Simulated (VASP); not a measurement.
All values below come from PBE GGA + U (Dudarev), VASP's PBE PAW potentials (set 64) (plane waves; VASP 6.6.1).

A VASP calculation is set up with these files.

### INCAR
```
# general
SYSTEM     =  TiCo
PREC       =  Accurate
ENCUT      =  400
LREAL      =  .FALSE.
LASPH      =  .TRUE.

# electronic loop
EDIFF      =  1E-6
NELM       =  100
ALGO       =  Normal
LMAXMIX    =  4

# smearing
ISMEAR     =  1
SIGMA      =  0.1

# functional
GGA        =  PE

# DFT+U
LDAU       =  .TRUE.
LDAUTYPE   =  2
LDAUL      =  2 2
LDAUU      =  4.0 4.0
LDAUJ      =  0 0
LDAUPRINT  =  1

# ions
ISIF       =  2

# output
LWAVE      =  .FALSE.
LCHARG     =  .FALSE.
LORBIT     =  10
```

KPOINTS:
```
Automatic mesh
0
Gamma
11 11 11
0 0 0
```

**POSCAR**
```
TiCo
1
    3.0259830000     0.0000000000     0.0000000000
    0.0000000000     3.0685810000     0.0000000000
    0.0000000000     0.0000000000     3.0745450000
Ti Co
1 1
Direct
  0.0000000000   0.0000000000   0.0000000000
  0.5240180000   0.5000000000   0.5000000000
```

POTCAR, in this order: Ti_sv Co (PBE.64 set). Program: vasp_std.

The resulting files:

### OUTCAR
```
 ion  position               nearest neighbor table
   1  0.000  0.000  0.000-   2 2.61   2 2.61   2 2.61   2 2.61   2 2.69   2 2.69   2 2.69   2 2.69
  LATTYP: Found a simple orthorhombic cell.
 ALAT       =     3.0259830000
 B/A-ratio  =     1.0140774089
 C/A-ratio  =     1.0160483387
 Subroutine PRICEL returns:
 Original cell was already a primitive cell.
 Subroutine GETGRP returns: Found  4 space group operations
The static configuration has the point symmetry C_2v.
The dynamic configuration has the point symmetry C_2v.
 Subroutine INISYM returns: Found  4 space group operations
 Subroutine IBZKPT returns following result:
 Found    216 irreducible k-points:

 Following reciprocal coordinates:
            Coordinates               Weight
  0.000000  0.000000  0.000000      1.000000
  0.090909  0.000000  0.000000      2.000000
  0.181818  0.000000  0.000000      2.000000
  0.272727  0.000000  0.000000      2.000000
  0.363636  0.000000  0.000000      2.000000
  0.454545  0.000000  0.000000      2.000000
  0.000000  0.090909  0.000000      2.000000
  0.090909  0.090909  0.000000      4.000000
  0.181818  0.090909  0.000000      4.000000
  0.272727  0.090909  0.000000      4.000000
  0.363636  0.090909  0.000000      4.000000
  0.454545  0.090909  0.000000      4.000000
  0.000000  0.181818  0.000000      2.000000
  0.090909  0.181818  0.000000      4.000000
  0.181818  0.181818  0.000000      4.000000
  0.272727  0.181818  0.000000      4.000000
  0.363636  0.181818  0.000000      4.000000
  0.454545  0.181818  0.000000      4.000000
  0.000000  0.272727  0.000000      2.000000
  0.090909  0.272727  0.000000      4.000000
  0.181818  0.272727  0.000000      4.000000
  0.272727  0.272727  0.000000      4.000000
  0.363636  0.272727  0.000000      4.000000
...
```

### OSZICAR
```
       N       E                     dE             d eps       ncg     rms          rms(c)
DAV:   1     0.139551979234E+03    0.13955E+03   -0.90009E+03  6056   0.155E+03
DAV:   2    -0.464740564873E+01   -0.14420E+03   -0.14165E+03  6210   0.374E+02
DAV:   3    -0.121154018843E+02   -0.74680E+01   -0.74288E+01  9050   0.101E+02
DAV:   4    -0.123274333939E+02   -0.21203E+00   -0.21176E+00  7574   0.137E+01
DAV:   5    -0.123341731061E+02   -0.67397E-02   -0.67394E-02  8800   0.222E+00    0.112E+01
DAV:   6    -0.135335683861E+02   -0.11994E+01   -0.45824E+01 10292   0.637E+01    0.289E+01
DAV:   7    -0.103725297981E+02    0.31610E+01   -0.70864E+01  9074   0.858E+01    0.104E+01
DAV:   8    -0.907593794398E+01    0.12966E+01   -0.51456E+00  8726   0.275E+01    0.299E+00
DAV:   9    -0.899333230960E+01    0.82606E-01   -0.22217E+00  8712   0.119E+01    0.307E+00
DAV:  10    -0.896827495754E+01    0.25057E-01   -0.86452E-01  9176   0.104E+01    0.148E+00
DAV:  11    -0.895565366809E+01    0.12621E-01   -0.22254E-01  9722   0.458E+00    0.717E-01
DAV:  12    -0.895321680433E+01    0.24369E-02   -0.55231E-03  8714   0.757E-01    0.483E-01
DAV:  13    -0.895192232642E+01    0.12945E-02   -0.90376E-03  9362   0.873E-01    0.114E-01
DAV:  14    -0.895191912593E+01    0.32005E-05   -0.24433E-04  6502   0.155E-01    0.873E-02
DAV:  15    -0.895195914139E+01   -0.40015E-04   -0.92194E-04  9652   0.292E-01    0.195E-02
DAV:  16    -0.895197396934E+01   -0.14828E-04   -0.10448E-04  9072   0.946E-02    0.273E-02
DAV:  17    -0.895196894246E+01    0.50269E-05   -0.28380E-05  8940   0.521E-02    0.777E-03
DAV:  18    -0.895196938900E+01   -0.44654E-06   -0.77125E-06  8328   0.239E-02
   1 F= -.89519694E+01 E0= -.89520048E+01  d E =0.106208E-03
```

OUTCAR:
```
------------------------ aborting loop because EDIFF is reached ----------------------------------------
  FORCE on cell =-STRESS in cart. coord.  units (eV):
  Direction    XX          YY          ZZ          XY          YZ          ZX
  --------------------------------------------------------------------------------------
  Total       -2.1517791     -1.8191629     -1.8563961      0.0000000      0.0000000      0.0000000
  in kB     -120.7600666   -102.0932993   -104.1828678      0.0000000      0.0000000      0.0000000
  external PRESSURE =    -109.0120779 kB  Pullay stress =       0.0000000 kB
  volume of cell :       28.55
      direct lattice vectors                 reciprocal lattice vectors
     3.025983000  0.000000000  0.000000000     0.330471123  0.000000000  0.000000000
     0.000000000  3.068581000  0.000000000     0.000000000  0.325883527  0.000000000
     0.000000000  0.000000000  3.074545000     0.000000000  0.000000000  0.325251379
 POSITION                                       TOTAL-FORCE (eV/Angst)
 -----------------------------------------------------------------------------------
      0.00000      0.00000      0.00000         0.255277      0.000000      0.000000
      1.58567      1.53429      1.53727        -0.255277      0.000000      0.000000
 -----------------------------------------------------------------------------------
    total drift:                               -0.000074     -0.000000     -0.000002
  FREE ENERGIE OF THE ION-ELECTRON SYSTEM (eV)
  ---------------------------------------------------
  free  energy   TOTEN  =        -8.9519693890 eV

  energy  without entropy=       -8.9520755970  energy(sigma->0) =       -8.95200479

 total charge

# of ion       s       p       d       tot
------------------------------------------
    1        2.246   6.178   1.607  10.032
    2        0.481   0.410   7.474   8.365
--------------------------------------------------
tot          2.727   6.588   9.081  18.396
```
(Selected blocks of OUTCAR.)

The compound is TiCo in the CsCl type structure. The cell was not relaxed at this level, atoms are displaced from their ideal sites. The run is one of a series of settings (LDAU = .TRUE., LDAUJ = 0 0, LDAUL = 2 2, LDAUTYPE = 2, LDAUU = 4.0 4.0 against the base run), some of them coarse on purpose. The run is not spin-polarised, so no magnetic state was tried. The electron count is odd and the run is not spin-polarised, which forces a metal.
